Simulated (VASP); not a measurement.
An input for Ansatz (written as the equivalent of a VASP run, and not itself run):

Ansatz 0.2 input:
```yaml
crystal:
  lattice:
    - [-1.9072649, 1.9072649, 4.8082530]
    - [1.9072649, -1.9072649, 4.8082530]
    - [1.9072649, 1.9072649, -4.8082530]
  atoms:
    - { symbol: Ti, position: [0.7500000, 0.2500000, 0.5000000] }
    - { symbol: Ti, position: [0.0000000, 0.0000000, 0.0000000] }
    - { symbol: O, position: [0.5420275, 0.0420275, 0.5000000] }
    - { symbol: O, position: [0.7920275, 0.7920275, 1.0000000] }
    - { symbol: O, position: [0.2079725, 0.2079725, 0.0000000] }
    - { symbol: O, position: [0.9579725, 0.4579725, 0.5000000] }
kpoints:
  mp_grid: { grid: [7, 7, 7] }
hamiltonian:
  xc: pbe
  pseudopotentials: { kind: paw }
scf:
  occupations: { method: gaussian, width: 0.05 }
  max_iter: 100
relax:
  max_steps: 60
  f_tol: 0.02
  cell: {}
output: { forces: true, stress: true, eigenvalues: true }
```

Q: Translate this input to VASP (INCAR, KPOINTS, POSCAR, choice of POTCAR).

A: This is not unique; one that fits is 
**INCAR**
```
ALGO=Normal
EDIFF=1E-6
EDIFFG=-0.02
ENCUT=520
GGA=PE
IBRION=2
ISIF=3
ISMEAR=0
LASPH=T
LCHARG=F
LMAXMIX=4
LREAL=F
LWAVE=F
NELM=100
NSW=60
PREC=Accurate
SIGMA=0.05
SYSTEM=TiO2
```

**KPOINTS**
```
Automatic mesh
0
Gamma
7 7 7
0 0 0
```

POSCAR:
```
TiO2
1.0
 -1.9072648857   1.9072648857   4.8082530210
  1.9072648857  -1.9072648857   4.8082530210
  1.9072648857   1.9072648857  -4.8082530210
Ti O
2 4
Cartesian
  0.0000000000   1.9072648857   2.4041265105
  0.0000000000   0.0000000000   0.0000000000
  0.0000000000   1.9072648857   0.4041573682
  1.9072648857   1.9072648857   2.8082838787
  0.0000000000  -0.0000000000   1.9999691423
 -0.0000000000   1.9072648857   4.4040956528
```

POTCAR, in this order: Ti_sv O (PBE.64 set). Program: vasp_std.

What does not carry over: each code has its own PAW files, so the cut-off isn't converted (ENCUT is set for VASP's; basis.ecutwfc is left out, and Ansatz then takes the one that its files recommend); Ansatz stops its SCF on the density residual and VASP on the energy change (EDIFF).

The compound is TiO2 in the anatase structure, one of several forms; rutile is the usual stable one. This run relaxes it. Symmetry was kept, so distortions that lower it aren't found. The start is the result of an earlier pass.
